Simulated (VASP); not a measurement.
# TaSi (relaxed from the NiAs type structure, space group P6_3/mmc): computed properties

These are PBE GGA, VASP's PBE PAW potentials (set 64) (plane waves; VASP 6.6.1) values and carry that method's errors.

```json
{
 "space_group": "P6_3/mmc (194)",
 "cell": "a = b = 3.0355 Å, c = 8.0317 Å, α = β = 90.00°, γ = 120.00°",
 "volume_per_atom": "16.02 Å³/atom",
 "band gap (over mesh and band path)": "none (metal, semimetal or under 0.01 eV)",
 "density": "10.83 g/cm³"
}
```

```cif
data_Si2Ta2
_chemical_formula_sum 'Ta2 Si2'
_space_group_name_H-M_alt 'P 1'
_space_group_IT_number 1
_cell_length_a 3.03549
_cell_length_b 3.03549
_cell_length_c 8.03170
_cell_angle_alpha 90.000
_cell_angle_beta 90.000
_cell_angle_gamma 120.000
loop_
_space_group_symop_operation_xyz
  'x, y, z'
loop_
_atom_site_label
_atom_site_type_symbol
_atom_site_fract_x
_atom_site_fract_y
_atom_site_fract_z
_atom_site_occupancy
Ta1 Ta 0.00000 0.00000 0.00000 1
Ta2 Ta 0.00000 0.00000 0.50000 1
Si1 Si 0.33333 0.66667 0.25000 1
Si2 Si 0.66667 0.33333 0.75000 1
```

Unless said otherwise, spin-orbit coupling is left out, though it shifts the bands of the heavy elements here.

The structure was generated: TaSi was put into the NiAs type type (P6_3/mmc), which need not be its known phase. It was relaxed first, which changed the volume by -41 %. Symmetry was kept, so distortions that lower it aren't found.
